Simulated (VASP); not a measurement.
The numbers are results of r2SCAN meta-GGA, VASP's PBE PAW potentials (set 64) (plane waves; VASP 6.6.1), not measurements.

The input files of a VASP run:

### KPOINTS
```
Automatic
0
gamma
 12 12 7
```

### POSCAR
```
Mg
1
    3.2100000000     0.0000000000     0.0000000000
   -1.6050000000     2.7799420000     0.0000000000
    0.0000000000     0.0000000000     5.2100000000
Mg
2
Direct
  0.6666670000   0.3333330000   0.7500000000
  0.3333330000   0.6666670000   0.2500000000
```

**INCAR**
```
# general
SYSTEM =Mg
PREC   =Accurate
ENCUT  =480
LREAL  =.FALSE.   # projection in real space or not
LASPH  =.TRUE.

# electronic loop
EDIFF  =1E-6   # SCF stop (eV)
NELM   =100
ALGO   =Normal   # blocked Davidson
LMIXTAU=.TRUE.

# smearing
ISMEAR =1
SIGMA  =0.1

# functional
METAGGA=R2SCAN

# ions
IBRION =2
NSW    =60   # most ionic steps
ISIF   =3
EDIFFG =-0.01   # ionic stop

# output
LWAVE  =.FALSE.
LCHARG =.FALSE.
```

POTCAR, in this order: Mg (PBE.64 set). Program: vasp_std.

Energy and stress use the plane-wave basis of the starting cell.

Task: Estimate the energy per atom (σ→0), volume per atom, band gap (on the k-mesh).

Result: 
* **energy per atom (σ→0)**: -4.150 eV/atom
* **band gap (on the k-mesh)**: none (metal, semimetal or under 0.01 eV)
* **volume per atom**: 22.40 Å³/atom

File OSZICAR:
```
...
DAV:   1    -0.829969290134E+01   -0.56506E-04   -0.15975E-04  1236   0.719E-02    0.507E-03
DAV:   2    -0.829969208989E+01    0.81145E-06   -0.10856E-06   990   0.812E-03
   5 F= -.82996921E+01 E0= -.82996391E+01  d E =-.550902E-04
       N       E                     dE             d eps       ncg     rms          rms(c)
DAV:   1    -0.829975337283E+01   -0.60471E-04   -0.82243E-04  1236   0.164E-01    0.130E-02
DAV:   2    -0.829974871168E+01    0.46612E-05   -0.59967E-06  1032   0.185E-02    0.788E-03
DAV:   3    -0.829974906201E+01   -0.35033E-06   -0.11711E-06   732   0.784E-03
   6 F= -.82997491E+01 E0= -.82996313E+01  d E =-.112062E-03
```

The compound is Mg in the hcp structure. This run relaxes it. Symmetry was kept, so distortions that lower it aren't found.
